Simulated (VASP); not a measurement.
The system is GaP.

```xyz
2
Lattice="0.0000 2.7252 2.7252 2.7252 0.0000 2.7252 2.7252 2.7252 0.0000" Properties=species:S:1:pos:R:3 pbc="T T T"
Ga    0.0000    0.0000    0.0000
P     1.3626    1.3626    1.3626
```

Base run:

| Property | Result |
| --- | --- |
| Program | VASP 6.6.1 |
| Functional | PBE |
| Potentials or basis | VASP PAW PBE potentials, release 64 (Ga_d, P) |
| Cutoff | 520 eV |
| k mesh | 10 × 10 × 10 |
| Occupations | gaussian, width 0.02 eV |
| Spin | no spin polarisation |

Its results: band gap on the k mesh 1.60 eV, indirect (least direct gap 1.83 eV); pressure 2.5 GPa.

Problem. The run is repeated on the same cell with these changes: k mesh from 10 × 10 × 10 to 4 × 4 × 4. What comes out?

Solution. Band gap on the k mesh 1.63 eV, indirect (least direct gap 1.82 eV); pressure 2.9 GPa.

Caveats: some runs use coarse meshes.

A k mesh can miss the band edges.
